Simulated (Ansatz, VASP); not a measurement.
# NiWO4 in two plane-wave programs, part 2 of 2

Wanted: the spread between two codes on one cell, functional and k mesh. Of the first pair: The two relaxations start from unlike cells of this crystal (the structure described is Ansatz's start), so only their ends are compared.

VASP 6.6.1 and Ansatz 0.2.0.

So far: The structure; Ansatz: relaxation of cell and atoms, PBEsol, pair 1; VASP: relaxation of cell and atoms, PBEsol, pair 1; Differences.

**5. Ansatz: relaxation of cell and atoms, PBEsol, pair 2**

Level of this step: Ansatz beside VASP: Kohn-Sham DFT, plane waves, PBEsol (Ansatz).

The relaxed volume is the usual yardstick between codes: in a stiff, nearly cubic crystal its relative difference is about their pressure difference at one cell divided by the bulk modulus. Its start cell is another than that of the pair before, and may be another structure of the material.

The cell is taken from a series of runs on this material, whose earlier steps may have relaxed, scaled, displaced or heated it; both programs get it as it stands.

Input file input.yaml:

```yaml
crystal:
  lattice:
    - [4.5305170808, 0.0, 0.0080565194]
    - [0.0, 5.6176637841, 0.0]
    - [0.0060904976, 0.0, 4.8905938728]
  atoms:
    - { symbol: Ni, position: [0.5, 0.6524732181, 0.25], spin: 1.59 }
    - { symbol: Ni, position: [0.5, 0.3475267821, 0.75], spin: -1.59 }
    - { symbol: W, position: [0.0, 0.1777221512, 0.25] }
    - { symbol: W, position: [0.0, 0.8222778373, 0.75] }
    - { symbol: O, position: [0.2237578703, 0.1106105365, 0.9271302654] }
    - { symbol: O, position: [0.7762421297, 0.1106105365, 0.5728697346] }
    - { symbol: O, position: [0.7762421165, 0.8893894915, 0.0728697276] }
    - { symbol: O, position: [0.2237578835, 0.8893894915, 0.4271302724] }
    - { symbol: O, position: [0.2618572336, 0.3792420099, 0.4076152773] }
    - { symbol: O, position: [0.7381427664, 0.3792420099, 0.0923847227] }
    - { symbol: O, position: [0.7381427755, 0.6207579679, 0.5923847419] }
    - { symbol: O, position: [0.2618572245, 0.6207579679, 0.9076152581] }
kpoints:
  mp_grid: { grid: [6, 6, 6] }
hamiltonian:
  xc: pbesol
scf:
  occupations: { method: gaussian, width: 0.02 }
output:
  forces: true
  stress: true
  eigenvalues: true
  populations: true
magnetization:
  spin_polarized: true
relax:
  adjacent_minimum: "off"
  f_tol: 0.001
  max_steps: 60
  cell: { stress_tol: 0.01 }
```

Run with:

```
ansatz run input.yaml --threads 16 --pin off --max-ram 61440MiB --backend cuda --events-out ev --progress --plain --runs-dir out --max-vram 78GiB
```

Log:

```text
[...]
GPU FFT provider: cuFFT
GPU libraries: cuBLAS 13.8.1, cuFFT 12.4.0, cuSOLVER 12.3.2
GPU matrix products: emulated (plane waves: as basis.precision tells), large ones in fixed point in workspaces of 1.00 GiB
[...]
Basis set: ecut = 420 eV, 2443 PW (Γ), exchange–correlation on 64×80×72 points (8 copies of the dense FFT grid, shifted against one another)
[...]
k-points: 80 of 216 (time reversal used)
[...]
6      O      6.6905     0.0453
     7      O      6.6905     0.0453
     8      O      6.6506    -0.0099
     9      O      6.6506    -0.0099
    10      O      6.6506     0.0099
    11      O      6.6506     0.0099
  spilling = 0.004577 (of n_electrons = 112.000000)
```

**6. VASP: relaxation of cell and atoms, PBEsol, pair 2**

The same cell, functional, mesh and smearing now go to VASP, with its own data sets.

Input file INCAR:

```
SYSTEM = NiWO4
PREC = Accurate
ENCUT = 600
EDIFF = 1E-07
NELM = 200
ISMEAR = 0
SIGMA = 0.02
LREAL = .FALSE.
ALGO = Normal
GGA = PS
NBANDS = 58
ISPIN = 2
MAGMOM = 1.45 -1.45 -0 0 -0.03 -0.03 0.03 0.03 -0.01 -0.01 0.01 0.01
LASPH = .TRUE.
LMAXMIX = 4
LORBIT = 11
LWAVE = .FALSE.
LCHARG = .FALSE.
ISIF = 3
IBRION = 2
NSW = 80
EDIFFG = -0.005
GGA_COMPAT = .FALSE.
NELMIN = 4
KPAR = 2
```

Input file POSCAR:

```
NiWO4
1.0
    4.5305170808      0.0000000000      0.0080565194
    0.0000000000      5.6176637841      0.0000000000
    0.0060904976      0.0000000000      4.8905938728
Ni W O
2 2 8
Direct
    0.5000000000      0.6524732181      0.2500000000
    0.5000000000      0.3475267821      0.7500000000
    0.0000000000      0.1777221512      0.2500000000
    0.0000000000      0.8222778373      0.7500000000
    0.2237578703      0.1106105365      0.9271302654
    0.7762421297      0.1106105365      0.5728697346
    0.7762421165      0.8893894915      0.0728697276
    0.2237578835      0.8893894915      0.4271302724
    0.2618572336      0.3792420099      0.4076152773
    0.7381427664      0.3792420099      0.0923847227
    0.7381427755      0.6207579679      0.5923847419
    0.2618572245      0.6207579679      0.9076152581
```

Input file KPOINTS:

```
Automatic mesh
0
Gamma
6 6 6
0 0 0
```

Potentials, in the order of the species: Ni, W and O (PBE family, release 64).

Run with:

```
mpirun -np 2 vasp_std
```

Log:

```text
[banner, memory and clock lines left out]
running    2 mpi-ranks, on    1 nodes
[...]
[... a notice as in an earlier step ...]

 LDA part: xc-table for (Slater+PW92), standard interpolation
 POSCAR, INCAR and KPOINTS ok, starting setup
[...]
entering main loop
       N       E                     dE             d eps       ncg     rms          rms(c)
DAV:   1     0.927540631120E+03    0.92754E+03   -0.40409E+04 18560   0.169E+03
DAV:   2     0.186044911534E+02   -0.90894E+03   -0.82415E+03 19508   0.463E+02
DAV:   3    -0.116692457333E+03   -0.13530E+03   -0.12750E+03 21482   0.183E+02
DAV:   4    -0.122517019231E+03   -0.58246E+01   -0.57361E+01 22192   0.404E+01
[...]
DAV:  17    -0.101618123118E+03    0.14913E-05   -0.63940E-06 22196   0.180E-02    0.147E-02
DAV:  18    -0.101618123048E+03    0.69998E-07   -0.33631E-06 25496   0.295E-02    0.264E-03
DAV:  19    -0.101618123034E+03    0.14551E-07   -0.70631E-07 22288   0.512E-03
   1 F= -.10161812E+03 E0= -.10161812E+03  d E =-.101618E+03  mag=     0.0000
[... from here on, the cycles between the ionic steps are left out ...]
   2 F= -.10158106E+03 E0= -.10158106E+03  d E =0.370657E-01  mag=    -0.0000
   4 F= -.10162709E+03 E0= -.10162709E+03  d E =-.126854E-02  mag=     0.0000
   5 F= -.10162723E+03 E0= -.10162723E+03  d E =-.140590E-02  mag=     0.0000
   6 F= -.10162740E+03 E0= -.10162740E+03  d E =-.167804E-03  mag=     0.0000
   7 F= -.10162763E+03 E0= -.10162763E+03  d E =-.398232E-03  mag=     0.0000
   8 F= -.10162763E+03 E0= -.10162763E+03  d E =-.397964E-03  mag=     0.0000
   9 F= -.10162769E+03 E0= -.10162769E+03  d E =-.628795E-04  mag=     0.0000
  10 F= -.10162771E+03 E0= -.10162771E+03  d E =-.841465E-04  mag=     0.0000
  11 F= -.10162773E+03 E0= -.10162773E+03  d E =-.128940E-04  mag=     0.0000
  12 F= -.10162773E+03 E0= -.10162773E+03  d E =-.143478E-04  mag=     0.0000
  13 F= -.10162773E+03 E0= -.10162773E+03  d E =-.632481E-05  mag=     0.0000
 trial-energy change:   -0.000006  1 .order   -0.000007   -0.000010   -0.000003
 step:   0.4445(harm=  0.4445)  dis= 0.00044  next Energy=  -101.627734 (dE=-0.731E-05)
 reached required accuracy - stopping structural energy minimisation
```

From OUTCAR (step 6):

```text
  Total        0.0087148      0.0199377     -0.0100483      0.0000000      0.0000000     -0.0012505
  in kB        0.1121604      0.2566020     -0.1293230      0.0000000      0.0000000     -0.0160941
  external PRESSURE =       0.0798132 kB  Pullay stress =       0.0000000 kB

 POSITION                                       TOTAL-FORCE (eV/Angst)
 -----------------------------------------------------------------------------------
      2.26469      3.66096      1.22799        -0.000000     -0.002764     -0.000000
      2.26683      1.95160      3.67763        -0.000000      0.002764     -0.000000
      0.00107      0.99173      1.22482        -0.000000     -0.002967     -0.000000
      0.00321      4.62082      3.67446        -0.000000      0.002967     -0.000000
      1.02116      0.62174      4.53689         0.000914      0.001579      0.000954
      3.51250      0.62174      2.81836        -0.000914      0.001579     -0.000954
      3.51036      4.99081      0.36872        -0.000914     -0.001579     -0.000954
      1.01902      4.99081      2.08725         0.000914     -0.001579      0.000954
      1.19151      2.13272      2.00126         0.000799     -0.002064      0.000075
      3.33788      2.13272      0.45472        -0.000799     -0.002064     -0.000075
      3.34001      3.47983      2.90436        -0.000799      0.002064     -0.000075
      1.19365      3.47983      4.45090         0.000799      0.002064      0.000075
 -----------------------------------------------------------------------------------
    total drift:                                0.000000     -0.000073      0.000000

  FREE ENERGIE OF THE ION-ELECTRON SYSTEM (eV)
  ---------------------------------------------------
  free  energy   TOTEN  =      -101.6277329749 eV

  energy  without entropy=     -101.6277329749  energy(sigma->0) =     -101.62773297

 magnetization (x)
# of ion       s       p       d       tot
------------------------------------------
    1        0.002   0.001   1.441   1.444
    2       -0.002  -0.001  -1.441  -1.444
    3       -0.002  -0.001  -0.006  -0.008
    4        0.002   0.001   0.006   0.008
    5       -0.005  -0.024   0.000  -0.030
    6       -0.005  -0.024   0.000  -0.030
    7        0.005   0.024   0.000   0.030
    8        0.005   0.024   0.000   0.030
    9        0.001  -0.007   0.000  -0.006
   10        0.001  -0.007   0.000  -0.006
   11       -0.001   0.007   0.000   0.006
   12       -0.001   0.007   0.000   0.006
--------------------------------------------------
tot          0.000   0.000  -0.000  -0.000

[... 1 part as in an earlier step ...]

[... 3 further parts left out ...]
[key lines of the parts left out:]
E-fermi :   4.6798
```

**7. Side by side**

What differs besides the data sets and the points named for the pairs above, as far as they apply: the data sets hold 112 valence electrons in Ansatz (on its default PAW (the set named soft_2) files) and 80 in VASP. Total energies have different zeros and are not compared.

Compared:

| quantity | Ansatz | VASP | difference |
| --- | --- | --- | --- |
| volume (Å³) | 124.46 | 124.49 | -0.02 % |
| edge a after relaxation, in the typed setting (Å) | 4.530 | 4.527 | +0.07 % |
| edge b after relaxation, in the typed setting (Å) | 5.617 | 5.613 | +0.08 % |
| edge c after relaxation, in the typed setting (Å) | 4.891 | 4.899 | -0.18 % |
| moment on Ni1 (μB) | 1.45 | 1.44 | +0.01 |
| moment on Ni2 (μB) | -1.45 | -1.44 | -0.01 |

**8. Summary of results**

| Item | Value |
| --- | --- |
| difference in edge b after relaxation, in the typed setting (relaxation of cell and atoms, PBEsol, pair 1) | 0.21 % |
| difference in edge c after relaxation, in the typed setting (relaxation of cell and atoms, PBEsol, pair 2) | -0.18 % |

In words: The difference in edge b after relaxation, in the typed setting is 0.21 % (relaxation of cell and atoms, PBEsol, pair 1), within the 1.2 % picked in this series as the mark of a large difference, as far as the stopping tolerances let one tell. The data sets hold unlike numbers of valence electrons (112 in Ansatz and 80 in VASP), so part of the differences comes from the potentials. Such differences can come from data sets, numerical settings and the points named under the comparisons, not from the functional's error against experiment.

[Lines on the potential files, build, host, timing and source positions are cut from VASP's logs without a mark.]

[Logs are printed without paths, hosts, clocks, repeated set-up lines and the standing remarks that a program may print on its own settings, such as how far it seeks lower states.]

[Hosts, paths, dates, database ids (printed as entryN), source tags and the programs' standing remarks are cut or masked in the printed files.]
